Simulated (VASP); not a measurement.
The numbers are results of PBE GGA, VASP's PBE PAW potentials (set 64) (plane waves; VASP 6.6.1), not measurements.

A VASP calculation is set up with these files.

POSCAR:
```
SnO
1
    3.8528595783     0.0000000000     0.0000000000
   -1.9264297891     3.3366743554    -0.0000000000
    0.0000000000     0.0000000000     6.4372802459
Sn O
2 2
Direct
  0.3333330000   0.6666670000   0.0026674560
  0.6666670000   0.3333330000   0.5026674560
  0.3333330000   0.6666670000   0.3723325440
  0.6666670000   0.3333330000   0.8723325440
```

INCAR:
```
EDIFF = 1E-6
NSW = 60
PREC = Accurate
LMAXMIX = 4   # l cut-off of mixed one-centre charges
ISMEAR = 0   # Gaussian
ALGO = Normal   # blocked Davidson
ENCUT = 520   # plane-wave cut-off (eV)
LCHARG = .FALSE.
GGA = PE
LREAL = .FALSE.   # projection in real space or not
LASPH = .TRUE.   # aspherical one-centre terms
IBRION = 2   # conjugate gradients
SYSTEM = SnO
LWAVE = .FALSE.
SIGMA = 0.05   # width (eV)
NELM = 100   # most electronic steps
EDIFFG = -0.02   # ionic stop
ISIF = 3   # ions, shape and volume
```

KPOINTS:
```
Automatic mesh
0
Gamma
6 6 3
0 0 0
```

POTCAR, in this order: Sn_d O (PBE.64 set). Program: vasp_std.

What VASP printed:

OSZICAR:
```
       N       E                     dE             d eps       ncg     rms          rms(c)
DAV:   1     0.419167039813E+03    0.41917E+03   -0.21003E+04   680   0.241E+03
DAV:   2     0.424569310140E+02   -0.37671E+03   -0.37097E+03   720   0.584E+02
DAV:   3    -0.223833071914E+02   -0.64840E+02   -0.64247E+02   800   0.203E+02
DAV:   4    -0.253292563189E+02   -0.29459E+01   -0.29431E+01   728   0.487E+01
DAV:   5    -0.254119293085E+02   -0.82673E-01   -0.82662E-01   912   0.847E+00    0.123E+01
DAV:   6    -0.214994927397E+02    0.39124E+01   -0.34851E+01  1112   0.613E+01    0.696E+00
DAV:   7    -0.210924311278E+02    0.40706E+00   -0.55105E+00   808   0.129E+01    0.239E+00
DAV:   8    -0.210661193108E+02    0.26312E-01   -0.41269E-01   784   0.416E+00    0.868E-01
DAV:   9    -0.210502483358E+02    0.15871E-01   -0.91532E-02  1160   0.213E+00    0.299E-01
DAV:  10    -0.210520971523E+02   -0.18488E-02   -0.45512E-02   896   0.129E+00    0.321E-01
DAV:  11    -0.210500177716E+02    0.20794E-02   -0.14672E-02   992   0.737E-01    0.151E-02
DAV:  12    -0.210501076653E+02   -0.89894E-04   -0.79295E-04   728   0.197E-01    0.255E-02
DAV:  13    -0.210501126053E+02   -0.49400E-05   -0.48062E-05   952   0.607E-02    0.140E-02
DAV:  14    -0.210501077552E+02    0.48501E-05   -0.59388E-05   840   0.497E-02    0.106E-02
DAV:  15    -0.210501064916E+02    0.12636E-05   -0.58904E-06   608   0.154E-02    0.524E-03
DAV:  16    -0.210501063044E+02    0.18719E-06   -0.69093E-07   496   0.580E-03
   1 F= -.21050106E+02 E0= -.21050106E+02  d E =-.210501E+02
```

File OUTCAR:
```
------------------------ aborting loop because EDIFF is reached ----------------------------------------
  FORCE on cell =-STRESS in cart. coord.  units (eV):
  Direction    XX          YY          ZZ          XY          YZ          ZX
  --------------------------------------------------------------------------------------
  Total       -0.0099528     -0.0099528      0.0497109     -0.0000000      0.0000000      0.0000000
  in kB       -0.1926889     -0.1926889      0.9624154     -0.0000000      0.0000000      0.0000000
  external PRESSURE =       0.1923459 kB  Pullay stress =       0.0000000 kB
  volume of cell :       82.76
      direct lattice vectors                 reciprocal lattice vectors
     3.852859578  0.000000000  0.000000000     0.259547481  0.149849805  0.000000000
    -1.926429789  3.336674355  0.000000000     0.000000000  0.299699609  0.000000000
     0.000000000  0.000000000  6.437280246     0.000000000  0.000000000  0.155345109
 POSITION                                       TOTAL-FORCE (eV/Angst)
 -----------------------------------------------------------------------------------
     -0.00000      2.22445      0.01717        -0.000000     -0.000000     -0.002616
      1.92643      1.11222      3.23581         0.000000      0.000000     -0.002616
     -0.00000      2.22445      2.39681        -0.000000      0.000000      0.002616
      1.92643      1.11222      5.61545         0.000000     -0.000000      0.002616
 -----------------------------------------------------------------------------------
    total drift:                               -0.002680      0.001547     -0.003108
  FREE ENERGIE OF THE ION-ELECTRON SYSTEM (eV)
  ---------------------------------------------------
  free  energy   TOTEN  =       -21.0501063044 eV

  energy  without entropy=      -21.0501063044  energy(sigma->0) =      -21.05010630

 reached required accuracy - stopping structural energy minimisation
```
(Selected blocks of OUTCAR.)

The structure was generated: SnO was put into the wurtzite type (P6_3mc), which need not be its known phase. It was relaxed first, which changed the volume by +56 %. The start is the result of an earlier pass.
